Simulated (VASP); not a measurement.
Here is the system:

```
CELL_PARAMETERS angstrom
      0.00000     2.71147     2.71147
      2.71147     0.00000     2.71147
      2.71147     2.71147     0.00000
ATOMIC_POSITIONS crystal
  Yb 0.00000 0.00000 0.00000
```

Calculation: PBE GGA, VASP's PBE PAW potentials (set 64) (plane waves; VASP 6.6.1). Run with 400 eV cut-off, 8×8×8 Γ-centred mesh, Gaussian smearing of 0.050 eV, potentials Yb_2.

The 4f electrons are frozen in the core of the lanthanide potential, so 4f levels, which can set the real gap, and their magnetism are missing.

### Question
Estimate the energy per atom (σ→0), band gap (on the k-mesh) with the smallest direct gap where there is one.

### Answer

The band gap (on the k-mesh) is none (metal, semimetal or under 0.01 eV) and the energy per atom (σ→0) is -1.474 eV/atom.

Total energies compare only between runs with the same potentials, cut-off and functional.

The compound is Yb in the fcc structure. It was relaxed first. The start is the result of an earlier pass.
